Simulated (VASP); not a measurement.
VASP input:

### POSCAR
```
ZnNi
1
    0.0000000000     2.7055000000     2.7055000000
    2.7055000000     0.0000000000     2.7055000000
    2.7055000000     2.7055000000     0.0000000000
Zn Ni
1 1
Direct
  0.2500000000   0.2500000000   0.2500000000
  0.0000000000   0.0000000000   0.0000000000
```

### INCAR
```
SYSTEM  =  ZnNi
PREC  =  Accurate; ENCUT  =  400; LREAL  =  F
LASPH  =  T
EDIFF  =  1E-6; NELM  =  100; ALGO  =  Normal
LMAXMIX  =  4; LMIXTAU  =  T
ISMEAR  =  1; SIGMA  =  0.1
METAGGA  =  R2SCAN
MAGMOM  =  0.0 2.0
ISPIN  =  2
IBRION  =  2; NSW  =  60; ISIF  =  3
EDIFFG  =  -0.01
LWAVE  =  F; LCHARG  =  F; LORBIT  =  10
```

KPOINTS:
```
Automatic mesh
0
Gamma
11 11 11
0 0 0
```

POTCAR, in this order: Zn Ni (PBE.64 set). Program: vasp_std.

Translate this r2SCAN calculation to Ansatz.

One equivalent input (not run):
Ansatz 0.2 input:
```yaml
crystal:
  lattice:
    - [0.0000000, 2.7055000, 2.7055000]
    - [2.7055000, 0.0000000, 2.7055000]
    - [2.7055000, 2.7055000, 0.0000000]
  atoms:
    - { symbol: Zn, position: [0.2500000, 0.2500000, 0.2500000] }
    - { symbol: Ni, position: [0.0000000, 0.0000000, 0.0000000], spin: 2 }
kpoints:
  mp_grid: { grid: [11, 11, 11] }
hamiltonian:
  xc: r2scan
  pseudopotentials: { kind: paw }
magnetization: { spin_polarized: true }
scf:
  occupations: { method: methfessel_paxton, width: 0.1 }
  max_iter: 100
relax:
  max_steps: 60
  f_tol: 0.01
  cell: {}
output: { forces: true, stress: true, eigenvalues: true }
```
What does not carry over: each code has its own PAW files, so the cut-off isn't converted (ENCUT is set for VASP's; basis.ecutwfc is left out, and Ansatz then takes the one that its files recommend); Ansatz stops its SCF on the density residual and VASP on the energy change (EDIFF).

The structure comes from a measured ZnNi entry (F-43m) of the Crystallography Open Database, whose conditions weren't checked. This run relaxes it. Symmetry was kept, so distortions that lower it aren't found.
